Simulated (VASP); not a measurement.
```yaml
crystal:
  lattice:
    - [0.00000, 2.74638, 2.74638]
    - [2.74638, 0.00000, 2.74638]
    - [2.74638, 2.74638, 0.00000]
  atoms:
    - { symbol: Si, position: [0.25000, 0.25000, 0.25000] }
    - { symbol: Si, position: [0.75000, 0.75000, 0.75000] }
    - { symbol: Ni, position: [0.00000, 0.00000, 0.00000] }
```

The numbers are results of PBE GGA with D3 dispersion (Becke-Johnson damping), VASP's PBE PAW potentials (set 64) (plane waves; VASP), not measurements. Settings: 520 eV cut-off, 10×10×10 Γ-centred mesh, first-order Methfessel-Paxton smearing of 0.10 eV, potentials Si Ni.

Question: Estimate the energy per atom (σ→0), pressure, band gap (on the k-mesh) with the smallest direct gap where there is one.

Answer: 
```yaml
band gap (on the k-mesh): none (metal, semimetal or under 0.01 eV)
energy per atom (σ→0): -6.209 eV/atom
pressure: -8.62 GPa
```

Total energies compare only between runs with the same potentials, cut-off and functional.

The compound is NiSi2 in the fluorite structure. This cell is one point of a volume scan, at 1.06 of the reference volume. The run is not spin-polarised, so no magnetic state was tried.
